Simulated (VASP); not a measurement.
A convergence study with VASP on SrTe (rock salt): one setting is varied, all else stays as given below, so the limit is that of these other settings.

```
SrTe
1.0
    0.00000     3.33000     3.33000
    3.33000     0.00000     3.33000
    3.33000     3.33000     0.00000
Sr Te
1 1
Direct
  0.00000   0.00000   0.00000
  0.50000   0.50000   0.50000
```

All values below come from PBE GGA, VASP's PBE PAW potentials (set 64) (plane waves; VASP). The tightest run used: 550 eV cut-off, 16×16×16 Γ-centred mesh, Gaussian smearing of 0.050 eV, potentials Sr_sv Te.

The reference is 16×16×16 mesh, which took about 2 core-minutes. Costs are core time on shared hosts, one run each; read them as rough ratios.

### Question
Of the settings 1×1×1 mesh; 2×2×2 mesh; 3×3×3 mesh; 4×4×4 mesh; 5×5×5 mesh; 6×6×6 mesh; 7×7×7 mesh; 8×8×8 mesh; 9×9×9 mesh; 10×10×10 mesh; 11×11×11 mesh; 12×12×12 mesh; 13×13×13 mesh; 14×14×14 mesh; 15×15×15 mesh; 16×16×16 mesh, which is the lowest that keeps the difference from the reference in the stress, largest component (GPa) within 0.2 from there on, and what does it cost?

### Answer
4×4×4 mesh; its cost over the reference is about 1/9.
```tsv
setting	difference in the stress, largest component (GPa)	cost over the reference
1×1×1 mesh	22.19	about 1/10
2×2×2 mesh	2.23	about 1/10
3×3×3 mesh	0.37	about 1/10
4×4×4 mesh	0.09	about 1/9
5×5×5 mesh	0.03	about 1/7
6×6×6 mesh	0.01	about 1/7
7×7×7 mesh	0.00	about 1/6
8×8×8 mesh	0.00	about 1/5
9×9×9 mesh	0.00	about 1/3
10×10×10 mesh	0.00	about 1/2
11×11×11 mesh	0.00	within a factor of 2
12×12×12 mesh	0.00	within a factor of 2
13×13×13 mesh	0.00	within a factor of 2
14×14×14 mesh	0.00	within a factor of 2
15×15×15 mesh	0.00	within a factor of 2
16×16×16 mesh	0.00	reference
```

Left out are rungs that failed or repeat a setting and relaxations that didn't move; long series are thinned to 24 rows.

The compound is SrTe in the rock salt structure. The cell was not relaxed at this level.
